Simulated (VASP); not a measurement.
VASP runs on CeO2 (fluorite) share one base input (PBE GGA, plane waves, VASP's PBE PAW potentials (set 64)) and change the settings named in each case.

POSCAR:
```
CeO2
1
    0.0000000000     2.7050000000     2.7050000000
    2.7050000000     0.0000000000     2.7050000000
    2.7050000000     2.7050000000     0.0000000000
Ce O
1 2
Direct
  0.0000000000   0.0000000000   0.0000000000
  0.2500000000   0.2500000000   0.2500000000
  0.7500000000   0.7500000000   0.7500000000
```

### KPOINTS
```
kpoints
0
Gamma
 6 6 6
```

INCAR:
```
ENCUT=520   # plane-wave cut-off (eV)
SIGMA=0.05
LMAXMIX=6
GGA=PE   # PBE
NELM=100   # most electronic steps
LWAVE=F
SYSTEM=CeO2
ISMEAR=0   # Gaussian
LCHARG=F
PREC=Accurate
ISIF=2   # forces and stress, cell fixed
LREAL=F
EDIFF=1E-6   # SCF stop (eV)
LASPH=T   # aspherical one-centre terms
ALGO=Normal   # blocked Davidson
```

POTCAR, in this order: Ce O (PBE.64 set). Program: vasp_std.

```csv
change,electronic steps
base run,18
"AMIX = 1.0, BMIX = 0.0001, IMIX = 4",20
"AMIX = 0.1, BMIX = 0.0001, IMIX = 1",62
"AMIX = 0.2, BMIX = 1.0, IMIX = 4",22
"AMIX = 0.05, BMIX = 0.0001, IMIX = 1 (not converged)",100
"AMIX = 0.1, BMIX = 1.0, IMIX = 4",26
```

Left out are runs that ran out of time, are held back, or changed the cell or the kind of run, fixed moments of cells without a moment, rows past the twelfth, gaps on odd meshes, pressures of charged cells and columns that move by less than the noise.

The compound is CeO2 in the fluorite structure. The cell was not relaxed at this level. The run is not spin-polarised, so no magnetic state was tried.
